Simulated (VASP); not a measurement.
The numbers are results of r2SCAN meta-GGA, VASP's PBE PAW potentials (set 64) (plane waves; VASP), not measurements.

Input for VASP

**INCAR**
```
SYSTEM = BaGaH5
PREC = Accurate
ENCUT = 400
EDIFF = 1E-6
NELM = 100
ALGO = Normal
LREAL = Auto
LASPH = .TRUE.
ISMEAR = 0
SIGMA = 0.05
METAGGA = R2SCAN
LMIXTAU = .TRUE.
LMAXMIX = 4
LWAVE = .FALSE.
LCHARG = .FALSE.
IBRION = 2
ISIF = 3
NSW = 60
EDIFFG = -0.02
```

KPOINTS:
```
Automatic mesh
0
Gamma
4 5 3
0 0 0
```

File POSCAR:
```
BaGaH5
1.0
  4.9819295235   0.0000000000  -0.0009719758
  0.0000000000   4.5639937362   0.0000000000
 -0.0244766769   0.0000000000   8.5304273241
Ba Ga H
2 2 10
Direct
  0.2455636148   0.2424381220   0.3385370899
  0.7544363852   0.7424381220   0.6614629101
  0.7431658459   0.8300642274   0.1421491663
  0.2568341541   0.3300642274   0.8578508337
  0.7441309676   0.1773833926   0.1563514631
  0.2558690324   0.6773833926   0.8436485369
  0.9904277628   0.7269241293   0.2478835663
  0.0095722372   0.2269241293   0.7521164337
  0.4764816525   0.7279018063   0.2285988228
  0.5235183475   0.2279018063   0.7714011772
  0.7608982143   0.7049961413   0.9724970240
  0.2391017857   0.2049961413   0.0275029760
  0.7464064949   0.2387821810   0.4826370479
  0.2535935051   0.7387821810   0.5173629521
```

POTCAR, in this order: Ba_sv Ga_d H (PBE.64 set). Program: vasp_std.

Predict the energy per atom (σ→0).

| Item | Result |
|---|---|
| energy per atom (σ→0) | -8.202 eV/atom |

OSZICAR:
```
...
DAV:  13    -0.114829078263E+03   -0.44423E-02   -0.40217E-03  1744   0.417E-01    0.351E-02
DAV:  14    -0.114831063410E+03   -0.19851E-02   -0.12805E-03  1796   0.221E-01    0.125E-02
DAV:  15    -0.114830766443E+03    0.29697E-03   -0.27883E-04  1972   0.124E-01    0.793E-03
DAV:  16    -0.114830749041E+03    0.17402E-04   -0.44086E-05  1852   0.434E-02    0.461E-03
DAV:  17    -0.114830747502E+03    0.15387E-05   -0.10439E-05  1560   0.200E-02    0.157E-03
DAV:  18    -0.114830750262E+03   -0.27601E-05   -0.71259E-06  1592   0.163E-02    0.118E-03
DAV:  19    -0.114830750947E+03   -0.68471E-06   -0.64045E-07  1228   0.521E-03
   1 F= -.11483075E+03 E0= -.11483075E+03  d E =-.114831E+03
```

The structure comes from a computed database's BaGaH5 entry (P2_1); how it stands against other phases isn't given here. It was relaxed first. The start is the result of an earlier pass.
